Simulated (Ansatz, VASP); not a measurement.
## One calculation of Os4F, two programs

```xyz
5
Lattice="2.6886 0.0000 0.0000 0.0000 3.8023 0.0000 0.0000 0.0000 20.8491" Properties=species:S:1:pos:R:3 pbc="T T T"
Os    1.3443    1.9012    4.0000
Os    0.0000    0.0000    5.3443
Os    1.3443    1.9012    6.6929
Os    0.0000    0.0000    7.8491
F     0.3361    0.4753   10.0191
```

Alike in both runs: task single point; functional LDA; k mesh 10 × 7 × 1; occupations gaussian, width 0.1 eV; no spin polarisation.

```csv
,VASP,Ansatz
version,VASP 6.6.1,Ansatz 0.2.0
potentials or method,"VASP PAW LDA potentials, release 64 (Os, F)","scalar-relativistic, plane waves, PAW"
plane-wave cutoff (eV),520,420
valence electrons in the cell,39,71
```

Ansatz gave:

```
gap on the k mesh at the Fermi level (eV) : none
rms of the force components (eV/Å)        : 1.902
```

Question: Which values does VASP return?

Answer: gap on the k mesh at the Fermi level (eV): none; rms of the force components (eV/Å): 1.878.

Atom by atom the forces differ by 0.030 eV/Å (rms over components). A gap of «none» marks a metal or a gap that the smearing closes. The two sets of potentials don't hold the same shells in valence.

Caveats: an odd number of electrons without spin polarisation forces a metal; a magnetic or distorted state may lie lower. The runs have no spin-orbit coupling, so splittings on Os are missing.
